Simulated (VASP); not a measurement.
# Ga7Ir8 (a cell with a defect) in VASP: further runs, part 2 of 2

VASP 6.6.1. Earlier steps stand in the parts before.

## 3. Single point, PBEsol

INCAR reads:

```
  PREC = Accurate
  ENCUT = 520
  EDIFF = 1E-6
  ISMEAR = -1
  SIGMA = 0.1
  LREAL = Auto
  LASPH = True
  NELM = 100
  ALGO = Fast
  ISIF = 2
  LWAVE = False
  LCHARG = False
  GGA = PS
  NBANDS = 94
```

KPOINTS reads:

```
regular mesh
0
Gamma
  3 3 3
```

POSCAR reads:

```
Ga7Ir8
1.0
    5.9966230000      0.0000000000      0.0000000000
    0.0000000000      5.9966230000      0.0000000000
    0.0000000000      0.0000000000      5.9966230000
Ir Ga
8 7
Direct
    0.2397107505      0.2413966994      0.2478686754
    0.2708757913      0.2725662427      0.7478595870
    0.2397002446      0.7615472909      0.2478596704
    0.2708786262      0.7303802490      0.7478886033
    0.7598491684      0.2413833586      0.2478646732
    0.7286774573      0.2725303892      0.7478270687
    0.7598528372      0.7615179410      0.2478728444
    0.7286919655      0.7303362242      0.7478882698
   -0.0002211245      0.0014568199      0.7478812658
   -0.0002221250      0.5014113777      0.0033753998
   -0.0002057825      0.5014800830      0.4923512784
    0.4998084755      0.0014629901      0.0033807361
    0.4997766243      0.0014351411      0.4923467758
    0.4997846288      0.5014392267      0.0312090655
    0.4997662851      0.5014805833      0.4645167789
```

Potentials or basis: VASP PAW PBE potentials, release 64 (Ir, Ga_d).

The run is started by

```
> cat potpaw_PBE.64/Ir/POTCAR potpaw_PBE.64/Ga_d/POTCAR > POTCAR
> mpirun -np 1 vasp_std > vasp.out
```

OUTCAR:

```text
PREC = Accurate
   ENCUT = 520
   EDIFF = 1E-6
   ISMEAR = -1
   LREAL = Auto
   LASPH = True
   NELM = 100
   ISIF = 2
   GGA = PS

 ion  position               nearest neighbor table
   1  0.240  0.241  0.248-  14 2.56  15 2.56  10 2.58  11 2.58  13 2.58  12 2.58   3 2.88   5 2.88
                             2 3.01   2 3.01   5 3.12   3 3.12
   2  0.271  0.273  0.748-   9 2.30  14 2.58  15 2.58  10 2.62  11 2.62  13 2.62  12 2.62   6 2.75
                             4 2.75   1 3.01   1 3.01   4 3.25   6 3.25
   3  0.240  0.762  0.248-  15 2.56  14 2.56  13 2.58  11 2.58  12 2.58  10 2.58   7 2.88   1 2.88
                             4 3.01   4 3.01   1 3.12   7 3.12
   4  0.271  0.730  0.748-   9 2.30  14 2.58  15 2.58  13 2.62  12 2.62  11 2.62  10 2.62   8 2.75
                             2 2.75   3 3.01   3 3.01   2 3.25   8 3.25
   5  0.760  0.241  0.248-  14 2.56  15 2.56  12 2.58  10 2.58  13 2.58  11 2.58   1 2.88   7 2.88
                             6 3.01   6 3.01   7 3.12   1 3.12
   6  0.729  0.273  0.748-   9 2.30  15 2.58  14 2.58  13 2.62  12 2.62  10 2.62  11 2.62   2 2.75
                             8 2.75   5 3.01   5 3.01   8 3.25   2 3.25
   7  0.760  0.762  0.248-  15 2.56  14 2.56  11 2.58  13 2.58  12 2.58  10 2.58   3 2.88   5 2.88
                             8 3.01   8 3.01   5 3.12   3 3.12
   8  0.729  0.730  0.748-   9 2.30  14 2.58  15 2.58  10 2.62  11 2.62  12 2.62  13 2.62   6 2.75
                             4 2.75   7 3.01   7 3.01   4 3.25   6 3.25
   9  1.000  0.001  0.748-   6 2.30   4 2.30   2 2.30   8 2.30
  10  1.000  0.501  0.003-   1 2.58   5 2.58   7 2.58   3 2.58   2 2.62   8 2.62   6 2.62   4 2.62

  11  1.000  0.501  0.492-   7 2.58   3 2.58   1 2.58   5 2.58   8 2.62   2 2.62   4 2.62   6 2.62

  12  0.500  0.001  0.003-   5 2.58   7 2.58   3 2.58   1 2.58   6 2.62   4 2.62   8 2.62   2 2.62

  13  0.500  0.001  0.492-   3 2.58   7 2.58   5 2.58   1 2.58   6 2.62   4 2.62   2 2.62   8 2.62

  14  0.500  0.501  0.031-   1 2.56   5 2.56   7 2.56   3 2.56   8 2.58   2 2.58   4 2.58   6 2.58
                            15 2.60
  15  0.500  0.501  0.465-   7 2.56   1 2.56   3 2.56   5 2.56   2 2.58   8 2.58   6 2.58   4 2.58
                            14 2.60

  LATTYP: Found a simple cubic cell.
 ALAT       =     5.9966230000
[... 192 lines left out ...]
  ext. energy  EPLUGINS =         0.00000000
  ---------------------------------------------------
  free energy    TOTEN  =      -105.39910400 eV

  energy without entropy =     -105.24577730  energy(sigma->0) =     -105.32244065

 E-fermi :   8.7639     XC(G=0): -13.2766

 val. band max:        8.6976432788   @ k =   0.0000   0.3333   0.3333
 cond. band min:       8.7650560231   @ k =   0.3333   0.3333   0.0000
 fundamental gap:      0.0674127444
 Fermi energy:         8.7639013230

 k-point     1 :       0.0000    0.0000    0.0000
  band No.  band energies     occupation
      1      -6.4736      2.00000
      2      -6.4150      2.00000
      3      -6.4150      2.00000
      4      -6.3925      2.00000
      5      -6.3818      2.00000
      6      -6.3321      2.00000
[... 1333 lines left out ...]
     92      12.5927      0.00000
     93      12.7904      0.00000
 [bands above 93 left out]

------------------------ aborting loop because EDIFF is reached ----------------------------------------

  FORCE on cell =-STRESS in cart. coord.  units (eV):
  Direction    XX          YY          ZZ          XY          YZ          ZX
  --------------------------------------------------------------------------------------
  -------------------------------------------------------------------------------------
  Total        8.5265278      8.5211783     -0.1833682     -0.0017867     -0.0040176      0.0009258
  in kB       63.3523250     63.3125775     -1.3624306     -0.0132754     -0.0298505      0.0068784
  external PRESSURE =      41.7674906 kB  Pullay stress =       0.0000000 kB

 VOLUME and BASIS-vectors are now :
 -----------------------------------------------------------------------------
  energy-cutoff  :      520.00
  volume of cell :      215.64
      direct lattice vectors                 reciprocal lattice vectors
     5.996623000  0.000000000  0.000000000     0.166760525  0.000000000  0.000000000
     0.000000000  5.996623000  0.000000000     0.000000000  0.166760525  0.000000000
     0.000000000  0.000000000  5.996623000     0.000000000  0.000000000  0.166760525

 POSITION                                       TOTAL-FORCE (eV/Angst)
 -----------------------------------------------------------------------------------
      1.43745      1.44756      1.48637        -0.020315     -0.021215      0.000167
      1.62434      1.63448      4.48463        -0.013971     -0.015755     -0.000371
      1.43739      4.56671      1.48632        -0.020369      0.019569     -0.000629
      1.62436      4.37981      4.48481        -0.013551      0.012103     -0.000392
      4.55653      1.44748      1.48635         0.020589     -0.020299      0.000769
      4.36960      1.63426      4.48444         0.013862     -0.013364      0.000593
      4.55655      4.56654      1.48640         0.020752      0.020450     -0.000646
      4.36969      4.37955      4.48480         0.014582      0.014118     -0.000889
      5.99530      0.00874      4.48476         0.000013      0.001728     -0.000101
      5.99529      3.00677      0.02024        -0.000079      0.001702     -0.010624
      5.99539      3.00719      2.95245        -0.000587     -0.000299      0.011253
      2.99716      0.00877      0.02027        -0.000882      0.000328     -0.010709
      2.99697      0.00861      2.95242        -0.000247      0.000818      0.011408
      2.99702      3.00694      0.18715        -0.000365      0.000292      0.013421
      2.99691      3.00719      2.78553         0.000569     -0.000175     -0.013249
 -----------------------------------------------------------------------------------
    total drift:                               -0.001197      0.000346      0.005960

  FREE ENERGIE OF THE ION-ELECTRON SYSTEM (eV)
  ---------------------------------------------------
  free  energy   TOTEN  =      -105.3991039974 eV

  energy  without entropy=     -105.2457773020  energy(sigma->0) =     -105.32244065
```

Wall time 14 min (1 thread of Intel Xeon Platinum 8488C (Sapphire Rapids), shared host); peak memory 0.45 GiB.

What came out:

```
Free energy            : -105.3991 eV
Pressure               : 4.2 GPa
Largest force          : 0.029 eV/Å
Band gap on the k mesh : none (metal or under the smearing width)
```

Forces on the atoms (eV/Å):
```
Ir  -0.020 -0.021  0.000
Ir  -0.014 -0.016  0.000
Ir  -0.020  0.020 -0.001
Ir  -0.014  0.012  0.000
Ir   0.021 -0.020  0.001
Ir   0.014 -0.013  0.001
Ir   0.021  0.020 -0.001
Ir   0.015  0.014 -0.001
Ga   0.000  0.002  0.000
Ga   0.000  0.002 -0.011
Ga  -0.001  0.000  0.011
Ga  -0.001  0.000 -0.011
Ga   0.000  0.001  0.011
Ga   0.000  0.000  0.013
Ga   0.001  0.000 -0.013
```

Caveat: the PAW data sets were made with another functional, which shifts forces and pressure a little. The run has no spin-orbit coupling, so splittings on Ir are missing.

## 4. Single point, PBEsol

INCAR reads:

```
SYSTEM = Ga7Ir8
PREC = Accurate ; ENCUT = 520
EDIFF = 1E-6 ; ISMEAR = -1
SIGMA = 0.1 ; LREAL = Auto
LASPH = .TRUE. ; NELM = 100
ALGO = Fast ; ISIF = 2
LWAVE = .FALSE. ; LCHARG = .FALSE.
GGA = PS ; NBANDS = 94
```

KPOINTS reads:

```
regular mesh
0
G
  3 3 3
  0 0 0
```

POSCAR reads:

```
Ga7Ir8
1.0
    5.9966230000      0.0000000000      0.0000000000
    0.0000000000      5.9966230000      0.0000000000
    0.0000000000      0.0000000000      5.9966230000
Ir Ga
8 7
Direct
    0.2403092541      0.2418269416      0.2477416039
    0.2642023686      0.2657092167      0.7451158761
    0.2402949127      0.7607556787      0.2477195915
    0.2642055370      0.7368485563      0.7451472270
    0.7592278187      0.2417964244      0.2477329324
    0.7353275335      0.2656710285      0.7450803561
    0.7592209815      0.7607039829      0.2477536107
    0.7353402073      0.7367983613      0.7451580665
   -0.0002367999      0.0012748842      0.8796732761
   -0.0002384676      0.5012212707      0.0028127498
   -0.0002146208      0.5013026498      0.4954406839
    0.4997953015      0.0012672132      0.0028232557
    0.4997636170      0.0012391975      0.4954348472
    0.4997704541      0.5012361124      0.0228880488
    0.4997474412      0.5012906431      0.4705451718
```

The run is started by

```
> cat potpaw_PBE.64/Ir/POTCAR potpaw_PBE.64/Ga_d/POTCAR > POTCAR
> mpirun -np 1 vasp_std > vasp.out
```

It took 11 min on 1 thread of Intel Xeon Platinum 8488C (Sapphire Rapids), shared host; peak memory 0.44 GiB.

Results (log left out):

* Free energy: -106.4776 eV
* Pressure: -0.2 GPa
* Largest force: 2.254 eV/Å
* Band gap on the k mesh: none (metal or under the smearing width)

Forces on the atoms (eV/Å):
```
Ir   0.004  0.002 -0.166
Ir  -0.136 -0.136 -0.214
Ir   0.003 -0.005 -0.166
Ir  -0.134  0.134 -0.214
Ir  -0.003  0.003 -0.165
Ir   0.136 -0.134 -0.213
Ir  -0.003 -0.003 -0.167
Ir   0.135  0.136 -0.215
Ga   0.000  0.000  2.254
Ga   0.000  0.002 -0.148
Ga   0.000 -0.001 -0.046
Ga  -0.001  0.000 -0.149
Ga   0.000  0.001 -0.046
Ga   0.000  0.001 -0.262
Ga   0.000 -0.001 -0.082
```

Stress tensor (GPa, compression positive):
```
 0.83  0.00  0.00
 0.00  0.82  0.00
 0.00  0.00 -2.18
```

Levels at points of the mesh, in eV from the Fermi level:
```tsv
k point	band 78	band 79	band 80	band 81	band 82	band 83	band 84	band 85	band 86	band 87
(0.00, 0.00, 0.00)	-0.67	-0.60	-0.60	0.25	0.25	0.28	0.38	0.43	0.55	0.83
```

Caveat: the PAW data sets were made with another functional, which shifts forces and pressure a little. The run has no spin-orbit coupling, so splittings on Ir are missing.

## 5. Single point, PBEsol

INCAR reads:

```
SYSTEM = Ga7Ir8
PREC = Accurate
ENCUT = 520
EDIFF = 1E-6
ISMEAR = -1
SIGMA = 0.1
LREAL = Auto
LASPH = .TRUE.
NELM = 100
ALGO = Fast
ISIF = 2
LWAVE = .FALSE.
LCHARG = .FALSE.
GGA = PS
NBANDS = 94
```

KPOINTS reads:

```
Automatic mesh
0
G
  3 3 3
  0 0 0
```

POSCAR reads:

```
Ga7Ir8
1.0
    5.9966230000      0.0000000000      0.0000000000
    0.0000000000      5.9966230000      0.0000000000
    0.0000000000      0.0000000000      5.9966230000
Ir Ga
8 7
Direct
    0.2486291034      0.2506999356      0.2470035218
    0.2486944735      0.2507352888      0.7492416982
    0.2486301040      0.7530531768      0.2469134711
    0.2486676251      0.7530503418      0.7493292475
    0.7508956291      0.2507056055      0.2470472131
    0.7508836223      0.2507269508      0.7491955055
    0.7510145293      0.7529646269      0.2469403196
    0.7509750071      0.7529454495      0.7492695472
   -0.0001936090      0.0018148548      0.4981743892
   -0.0002149543      0.5016520131     -0.0018918982
   -0.0001053927      0.5018723038      0.4981402032
    0.4999068642      0.0018878959     -0.0018882294
    0.4998196485      0.0017208019      0.4980980128
    0.4997829612      0.5018641325     -0.0018226925
    0.4997554457      0.5018966508      0.4980878404
```

The run is started by

```
> cat potpaw_PBE.64/Ir/POTCAR potpaw_PBE.64/Ga_d/POTCAR > POTCAR
> mpirun -np 1 vasp_std > vasp.out
```

It took 9.9 min on 1 thread of Intel Xeon Platinum 8488C (Sapphire Rapids), shared host; peak memory 0.43 GiB.

It converged, with:

* Free energy: -107.6180 eV
* Pressure: -4.0 GPa
* Largest force: 0.010 eV/Å
* Band gap on the k mesh: none (metal or under the smearing width)

Forces on the atoms (eV/Å):
```
Ir  -0.002 -0.007 -0.005
Ir  -0.004 -0.007  0.006
Ir  -0.004  0.002 -0.003
Ir  -0.004  0.002  0.004
Ir   0.006 -0.006 -0.006
Ir   0.006 -0.006  0.006
Ir   0.003  0.004 -0.003
Ir   0.004  0.005  0.006
Ga  -0.001  0.003 -0.001
Ga   0.001  0.006  0.000
Ga  -0.003  0.000 -0.001
Ga  -0.002  0.000  0.000
Ga  -0.001  0.004  0.000
Ga   0.001 -0.001 -0.003
Ga   0.001  0.001  0.001
```

Levels at points of the mesh, in eV from the Fermi level:
```
           k point  band 79  band 80  band 81  band 82  band 83  band 84  band 85  band 86
(0.00, 0.00, 0.00)    -0.72    -0.48     0.44     0.52     0.52     0.52     0.62     0.62
```

Caveat: the PAW data sets were made with another functional, which shifts forces and pressure a little.

## 6. Single point, PBEsol

INCAR reads:

```
PREC = Accurate ; ENCUT = 520
EDIFF = 1E-6 ; ISMEAR = -1
SIGMA = 0.1 ; LREAL = Auto
LASPH = T ; NELM = 100
ALGO = Fast ; ISIF = 2
LWAVE = F ; LCHARG = T
GGA = PS ; LELF = T
LVHAR = T ; NBANDS = 94
```

KPOINTS reads:

```
regular mesh
0
Gamma
  3 3 3
```

POSCAR reads:

```
Ga7Ir8
1.0
    5.9966230000      0.0000000000      0.0000000000
    0.0000000000      5.9966230000      0.0000000000
    0.0000000000      0.0000000000      5.9966230000
Ir Ga
8 7
Direct
    0.2403319335      0.2421961494      0.2479909109
    0.2642400564      0.2661062735      0.7505892900
    0.2403242625      0.7611315569      0.2479739013
    0.2642407235      0.7372236007      0.7506178061
    0.7592473297      0.2421874779      0.2479927453
    0.7353367053      0.2660842611      0.7505646094
    0.7592631720      0.7611003727      0.2479914112
    0.7353567166      0.7371842452      0.7506133035
   -0.0002076169      0.0016457596      0.6161858099
   -0.0002097847      0.5015939805      0.0002884957
   -0.0001856045      0.5016690227      0.4929000873
    0.4998286536      0.0016569326      0.0002933318
    0.4997921330      0.0016204120      0.4928939171
    0.4997946344      0.5016370047      0.0251980156
    0.4997791257      0.5016700233      0.4728211195
```

Potentials or basis: VASP PAW PBE potentials, release 64 (Ir, Ga_d).

The run is started by

```
> cat potpaw_PBE.64/Ir/POTCAR potpaw_PBE.64/Ga_d/POTCAR > POTCAR
> mpirun -np 1 vasp_std > vasp.out
```

Run time: 9.5 min. Hardware: 1 thread of Intel Xeon Platinum 8488C (Sapphire Rapids), shared host; peak memory 0.44 GiB.

Results (log left out):

```yaml
Free_energy: -106.4757 eV
Pressure: -0.2 GPa
Largest_force: 2.252 eV/Å
Band_gap_on_the_k_mesh: none (metal or under the smearing width)
```

Forces on the atoms (eV/Å):
```
Ir   0.004  0.003  0.166
Ir  -0.136 -0.136  0.214
Ir   0.003 -0.004  0.166
Ir  -0.134  0.133  0.214
Ir  -0.003  0.004  0.166
Ir   0.136 -0.135  0.215
Ir  -0.003 -0.003  0.165
Ir   0.134  0.134  0.214
Ga   0.000  0.000 -2.252
Ga   0.000  0.003  0.045
Ga  -0.001  0.000  0.149
Ga  -0.001  0.001  0.045
Ga   0.000  0.001  0.149
Ga   0.000  0.001  0.082
Ga   0.000  0.000  0.262
```

Stress tensor (GPa, compression positive):
```
 0.83  0.00  0.00
 0.00  0.83  0.00
 0.00  0.00 -2.17
```

Levels at points of the mesh, in eV from the Fermi level:
```tsv
k point	band 80	band 81	band 82	band 83	band 84	band 85
(0.00, 0.00, 0.00)	-0.60	0.25	0.25	0.28	0.38	0.43
```

Caveat: the PAW data sets were made with another functional, which shifts forces and pressure a little.

## 7. Summary

| cell | gap on the mesh (eV) | pressure (GPa) | largest force (eV/Å) |
| --- | --- | --- | --- |
| P1, 14.38 Å³/atom | none | -4.0 | 0.02 |
| P4/mmm, 14.38 Å³/atom | none | 4.2 | 0.03 |
| P4mm, 14.38 Å³/atom | none | -0.2 | 2.25 |
| Cm, 14.38 Å³/atom | none | -4.0 | 0.01 |

Some of these runs hold the atoms at other places in the same cell, which the table doesn't show; runs alike in all that it shows share one row.

Alike in all rows: task single point; level PBEsol; potentials or basis VASP PAW PBE potentials, release 64 (Ir, Ga_d); no spin polarisation; k mesh 3 × 3 × 3; cutoff (eV) 520; smearing fermi-dirac 0.1 eV.

Every run on the cell as given and a fine mesh finds a metal.

Caveats: the PAW data sets were made with another functional, which shifts forces and pressure a little.

Absolute energies hang on the potentials; compare differences alone.
